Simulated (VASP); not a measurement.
A convergence study with VASP on K (space group Im-3m): a few settings are varied, all else stays as given below, so the limit is that of these other settings.

```
K
1.0
   -2.65320     2.65320     2.65320
    2.65320    -2.65320     2.65320
    2.65320     2.65320    -2.65320
K
1
Cartesian
  0.00000   0.00000   0.00000
```

Calculation: PBE GGA, VASP's PBE PAW potentials (set 64) (plane waves; VASP 6.6.1). The last row used: 300 eV cut-off, 15×15×15 Γ-centred mesh, first-order Methfessel-Paxton smearing of 0.010 eV, potentials K_sv.

```json
[
 {"setting": "SIGMA = 1.0", "E (eV/atom)": "-1.0452", "pressure (GPa)": "-0.16", "irreducible k-points": "120"},
 {"setting": "SIGMA = 0.5", "E (eV/atom)": "-1.0454", "pressure (GPa)": "-0.18", "irreducible k-points": "120"},
 {"setting": "SIGMA = 0.3", "E (eV/atom)": "-1.0452", "pressure (GPa)": "-0.18", "irreducible k-points": "120"},
 {"setting": "SIGMA = 0.2", "E (eV/atom)": "-1.0449", "pressure (GPa)": "-0.18", "irreducible k-points": "120"},
 {"setting": "SIGMA = 0.1", "E (eV/atom)": "-1.0444", "pressure (GPa)": "-0.18", "irreducible k-points": "120"},
 {"setting": "SIGMA = 0.05", "E (eV/atom)": "-1.0445", "pressure (GPa)": "-0.18", "irreducible k-points": "120"},
 {"setting": "SIGMA = 0.02", "E (eV/atom)": "-1.0443", "pressure (GPa)": "-0.18", "irreducible k-points": "120"},
 {"setting": "SIGMA = 0.01", "E (eV/atom)": "-1.0443", "pressure (GPa)": "-0.18", "irreducible k-points": "120"}
]
```

Left out are rungs that failed or repeat a setting and relaxations that didn't move; long series are thinned to 24 rows.

The structure is a typed K crystal (space group no. 229). The cell was not relaxed at this level.
